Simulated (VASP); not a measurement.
Write the native input for VASP 6.6.1 that does the following.

| Property | Result |
| --- | --- |
| Task | single point |
| Functional | PBE |
| Potentials or basis | VASP PAW PBE potentials, release 64 (Ta_pv, Al, Au) |
| Cutoff | 520 eV |
| k mesh | 10 × 10 × 6 |
| Occupations | gaussian, width 0.1 eV |
| Spin | no spin polarisation |
| Dipole correction | no |
| Further INCAR settings | ALGO = Fast; EDIFF = 1e-06; NBANDS = 28 |

The structure of TaAl5Au lies in POSCAR:

```
TaAl5Au
1.0
    3.9123522387      0.0000000000      0.0000000000
    0.0000000000      3.9123522387      0.0000000000
    0.0000000000      0.0000000000      7.9127295211
Ta Al Au
1 5 1
Direct
    0.0000000000      0.0000000000      0.0000000000
    0.0000000000      0.5000000000      0.2677801923
    0.0000000000      0.5000000000      0.7322198077
    0.5000000000      0.0000000000      0.2677801923
    0.5000000000      0.0000000000      0.7322198077
    0.5000000000      0.5000000000      0.0000000000
    0.0000000000      0.0000000000      0.5000000000
```

The cell was built by a generator and needn't be a form met in nature.

The cell isn't the ideal one: species swapped into the TiGa5Co type (P4/mmm, No. 123).

One way to write it, as run:

INCAR

```
SYSTEM = TaAl5Au
  PREC = Accurate
  ENCUT = 520
  EDIFF = 1E-6
  ISMEAR = 0
  SIGMA = 0.1
  LREAL = .False.
  LASPH = .True.
  NELM = 100
  ALGO = Fast
  ISIF = 2
  LWAVE = .False.
  LCHARG = .False.
  GGA = PE
  NBANDS = 28
```

KPOINTS

```
regular mesh
0
Gamma
  10 10 6
  0 0 0
```

Potentials or basis: VASP PAW PBE potentials, release 64 (Ta_pv, Al, Au).

The run is started by

```bash
$ cat potpaw_PBE.64/Ta_pv/POTCAR potpaw_PBE.64/Al/POTCAR potpaw_PBE.64/Au/POTCAR > POTCAR
$ mpirun -np 1 vasp_std > vasp.out
```

Results of the run:

The pressure is -0.1 GPa, the largest force is 0.009 eV/Å and the band gap on the k mesh is none (metal or under the smearing width).

Run time: 3.1 min on 1 thread of Intel(R) Xeon(R) Platinum 8488C (Sapphire Rapids), with other jobs on the host, peak memory 0.42 GiB.
